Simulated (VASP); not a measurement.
An input for Ansatz (written as the equivalent of a VASP run, and not itself run):

Ansatz 0.2 input:
```yaml
crystal:
  lattice:
    - [0.0000000, 3.3300000, 3.3300000]
    - [3.3300000, 0.0000000, 3.3300000]
    - [3.3300000, 3.3300000, 0.0000000]
  atoms:
    - { symbol: Sr, position: [0.0053960, 0.0013270, -0.0063380] }
    - { symbol: Te, position: [0.4946040, 0.4986730, 0.5063380] }
kpoints:
  mp_grid: { grid: [6, 6, 6] }
hamiltonian:
  xc: pbesol
  pseudopotentials: { kind: paw }
scf:
  occupations: { method: fermi_dirac, width: 0.01 }
  max_iter: 100
output: { forces: true, stress: true, eigenvalues: true }
```

### Question
Write the VASP files for the same calculation (PBEsol).

### Answer
Several could match; the one computed here: 
**INCAR**
```
ALGO=Normal
EDIFF=1E-6
ENCUT=300
GGA=PS
ISIF=2
ISMEAR=-1
LASPH=T
LCHARG=F
LMAXMIX=4
LREAL=F
LWAVE=F
NELM=100
PREC=Accurate
SIGMA=0.01
SYSTEM=SrTe
```

File POSCAR:
```
SrTe
6.660
  0.0000000000   0.5000000000   0.5000000000
  0.5000000000   0.0000000000   0.5000000000
  0.5000000000   0.5000000000   0.0000000000
Sr Te
1 1
Direct
  0.0053960000   0.0013270000  -0.0063380000
  0.4946040000   0.4986730000   0.5063380000
```

**KPOINTS**
```
kpoints
0
G
6 6 6
0 0 0
```

POTCAR, in this order: Sr_sv Te (PBE.64 set). Program: vasp_std.

What does not carry over: each code has its own PAW files, so the cut-off isn't converted (ENCUT is set for VASP's; basis.ecutwfc is left out, and Ansatz then takes the one that its files recommend); Ansatz stops its SCF on the density residual and VASP on the energy change (EDIFF).

The structure is a typed SrTe crystal (Fm-3m). The cell was not relaxed at this level, atoms are displaced from their ideal sites.
